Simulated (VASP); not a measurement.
All values below come from LDA (Ceperley-Alder, Perdew-Zunger), VASP's LDA PAW potentials (set 64) (plane waves; VASP).

The input files of a VASP run:

**INCAR**
```
# general
SYSTEM =YHg2
PREC   =Accurate
ENCUT  =300
LREAL  =.FALSE.   # projection in real space or not
LASPH  =.TRUE.   # aspherical one-centre terms

# electronic loop
EDIFF  =1E-6   # SCF stop (eV)
NELM   =100   # most electronic steps
ALGO   =Normal
LMAXMIX=6

# smearing
ISMEAR =-1   # Fermi-Dirac
SIGMA  =0.1

# ions
ISIF   =2   # forces and stress, cell fixed

# output
LWAVE  =.FALSE.
LCHARG =.FALSE.
```

**POSCAR**
```
YHg2
1
    4.6755800000     0.0000000000     0.0000000000
   -2.3377900000     4.0491710000     0.0000000000
    0.0000000000     0.0000000000     3.4652800000
Y Hg
1 2
Direct
  0.0000000000   0.0000000000   0.0000000000
  0.3333330000   0.6666670000   0.5000000000
  0.6666670000   0.3333330000   0.5000000000
```

File KPOINTS:
```
Regular mesh
0
G
  10 10 11
0 0 0
```

POTCAR, in this order: Y_sv Hg (LDA.64 set). Program: vasp_std.

Output of the run:

**OSZICAR**
```
       N       E                     dE             d eps       ncg     rms          rms(c)
DAV:   1     0.180310845487E+03    0.18031E+03   -0.13274E+04  3533   0.108E+03
DAV:   2    -0.432116681287E+01   -0.18463E+03   -0.18039E+03  3828   0.333E+02
DAV:   3    -0.111733373959E+02   -0.68522E+01   -0.67656E+01  4895   0.601E+01
DAV:   4    -0.113151339093E+02   -0.14180E+00   -0.14165E+00  4531   0.683E+00
DAV:   5    -0.113181549101E+02   -0.30210E-02   -0.30208E-02  4602   0.825E-01    0.314E+01
DAV:   6    -0.107272679778E+02    0.59089E+00   -0.13365E+00  3813   0.113E+01    0.189E+01
DAV:   7    -0.106135841241E+02    0.11368E+00   -0.52320E-01  4619   0.476E+00    0.369E+00
DAV:   8    -0.106081081570E+02    0.54760E-02   -0.32989E-02  4205   0.152E+00    0.463E-01
DAV:   9    -0.106068412024E+02    0.12670E-02   -0.72063E-03  4006   0.549E-01    0.133E-01
DAV:  10    -0.106068475755E+02   -0.63731E-05   -0.40256E-04  4763   0.117E-01    0.351E-02
DAV:  11    -0.106068472742E+02    0.30123E-06   -0.10830E-05  4216   0.241E-02    0.932E-03
DAV:  12    -0.106068473234E+02   -0.49144E-07   -0.10127E-06  2535   0.864E-03
   1 F= -.10606847E+02 E0= -.10578791E+02  d E =-.561129E-01
```

File OUTCAR:
```
------------------------ aborting loop because EDIFF is reached ----------------------------------------
  FORCE on cell =-STRESS in cart. coord.  units (eV):
  Direction    XX          YY          ZZ          XY          YZ          ZX
  --------------------------------------------------------------------------------------
  Total        2.2937140      2.2937140     -0.1766574      0.0000000      0.0000000      0.0000000
  in kB       56.0157183     56.0157168     -4.3142221      0.0000000      0.0000000      0.0000000
  external PRESSURE =      35.9057377 kB  Pullay stress =       0.0000000 kB
  volume of cell :       65.61
      direct lattice vectors                 reciprocal lattice vectors
     4.675580000  0.000000000  0.000000000     0.213877209  0.123482066  0.000000000
    -2.337790000  4.049171000  0.000000000     0.000000000  0.246964132  0.000000000
     0.000000000  0.000000000  3.465280000     0.000000000  0.000000000  0.288576969
 POSITION                                       TOTAL-FORCE (eV/Angst)
 -----------------------------------------------------------------------------------
      0.00000      0.00000      0.00000        -0.000000      0.000000      0.000000
     -0.00000      2.69945      1.73264         0.000000     -0.000000      0.000000
      2.33779      1.34972      1.73264        -0.000000      0.000000      0.000000
 -----------------------------------------------------------------------------------
    total drift:                                0.000000      0.000000      0.000000
  FREE ENERGIE OF THE ION-ELECTRON SYSTEM (eV)
  ---------------------------------------------------
  free  energy   TOTEN  =       -10.6068473234 eV

  energy  without entropy=      -10.5507344080  energy(sigma->0) =      -10.57879087
```
(Selected blocks of OUTCAR.)

At this cut-off the stress carries a Pulay error, which pulls relaxed volumes low.

The structure comes from a measured YHg2 entry (P6/mmm) of the Crystallography Open Database, whose conditions weren't checked. The cell was not relaxed at this level, and its volume differs by -5.9 % from the start's. The electron count is odd and the run is not spin-polarised, which forces a metal.
